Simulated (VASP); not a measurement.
An input for Quantum ESPRESSO's pw.x (written as the equivalent of a VASP run, and not itself run):

```
&CONTROL
  calculation = 'vc-relax'
  pseudo_dir = './pseudo'
  outdir = './out'
  tprnfor = .true.
  tstress = .true.
  nstep = 40
  forc_conv_thr = 0.00039
/
&SYSTEM
  ibrav = 0
  nat = 1
  ntyp = 1
  ecutwfc = 68
  occupations = 'smearing'
  smearing = 'methfessel-paxton'
  degauss = 0.00735
  input_dft = 'pbesol'
/
&ELECTRONS
  conv_thr = 7.3e-09
  electron_maxstep = 100
/
&IONS
/
&CELL
  press = 300
/
ATOMIC_SPECIES
  Ir 192.217 Ir.upf
CELL_PARAMETERS angstrom
     0.0000000    1.8758002    1.8758002
     1.8758002    0.0000000    1.8758002
     1.8758002    1.8758002   -0.0000000
ATOMIC_POSITIONS crystal
  Ir   0.0000000  0.0000000  0.0000000
K_POINTS automatic
  16 16 16 0 0 0
```

### Question
Write the VASP files for the same calculation (PBEsol).

### Answer
Several could match; the one computed here: 
INCAR:
```
ALGO=Normal
EDIFF=1E-7
EDIFFG=-0.01
ENCUT=480
GGA=PS
IBRION=2
ISIF=3
ISMEAR=1
LASPH=.True.
LCHARG=.False.
LMAXMIX=6
LREAL=.False.
LWAVE=.False.
NELM=100
NSW=40
PREC=Accurate
PSTRESS=300
SIGMA=0.1
SYSTEM=Ir
```

POSCAR:
```
Ir
1
    0.0000000000     1.8758002023     1.8758002023
    1.8758002023     0.0000000000     1.8758002023
    1.8758002023     1.8758002023    -0.0000000000
Ir
1
Direct
  0.0000000000   0.0000000000   0.0000000000
```

**KPOINTS**
```
Automatic mesh
0
Gamma
16 16 16
0 0 0
```

POTCAR, in this order: Ir (PBE.64 set). Program: vasp_std.

The two are equivalent in intent, not identical: the potentials are each code's own (VASP's PAW set, PseudoDojo norm-conserving files in pw.x), so ENCUT and ecutwfc are chosen apart and not converted; conv_thr bounds pw.x's estimated SCF error, while EDIFF bounds the energy change between steps; forc_conv_thr acts on force components and is met together with etot_conv_thr.

The compound is Ir in the fcc structure. It was relaxed first under an external pressure of 30 GPa.
